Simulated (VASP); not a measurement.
Level of theory: PW91 GGA, VASP's PBE PAW potentials (set 64) (plane waves; VASP).

The input files of a VASP run:

File POSCAR:
```
HgTe
1
   -0.0000000000     3.3283680906     3.3283680906
    3.3283680906    -0.0000000000     3.3283680906
    3.3283680906     3.3283680906     0.0000000000
Hg Te
1 1
Direct
  0.0000000000   0.0000000000   0.0000000000
  0.2500000000   0.2500000000   0.2500000000
```

**KPOINTS**
```
Automatic mesh
0
Gamma
9 9 9
0 0 0
```

INCAR:
```
ALGO = Normal
EDIFF = 1E-6
EDIFFG = -0.01
ENCUT = 520
GGA = 91
IBRION = 2
ISIF = 3
ISMEAR = 1
LASPH = .TRUE.
LCHARG = .FALSE.
LMAXMIX = 6
LREAL = .FALSE.
LWAVE = .FALSE.
NELM = 100
NSW = 60
PREC = Accurate
SIGMA = 0.1
SYSTEM = HgTe
```

POTCAR, in this order: Hg Te (PBE.64 set). Program: vasp_std.

Unless said otherwise, spin-orbit coupling is left out, though it shifts the bands of the heavy elements here.

Problem. Predict the energy per atom (σ→0), band gap (on the k-mesh).

Solution. 
```
Item                                                        Result
------------------------  ----------------------------------------
energy per atom (σ→0)                               -1.857 eV/atom
band gap (on the k-mesh)  none (metal, semimetal or under 0.01 eV)
```

OSZICAR:
```
...
DAV:   6    -0.371857895207E+01    0.24390E+00   -0.64101E-01  1045   0.115E+01    0.512E+00
DAV:   7    -0.371395021788E+01    0.46287E-02   -0.11141E-01   965   0.258E+00    0.220E+00
DAV:   8    -0.371300113900E+01    0.94908E-03   -0.91539E-03   960   0.127E+00    0.616E-01
DAV:   9    -0.371293531446E+01    0.65825E-04   -0.94437E-04  1075   0.366E-01    0.102E-01
DAV:  10    -0.371296886519E+01   -0.33551E-04   -0.10307E-04  1058   0.103E-01    0.619E-02
DAV:  11    -0.371298390382E+01   -0.15039E-04   -0.30854E-05   955   0.446E-02    0.199E-02
DAV:  12    -0.371298346109E+01    0.44273E-06   -0.40281E-06  1085   0.160E-02
   1 F= -.37129835E+01 E0= -.37130846E+01  d E =-.371298E+01
```

The compound is HgTe in the zinc blende structure. It was relaxed first, which changed the volume by +9 %. The start is the result of an earlier pass.
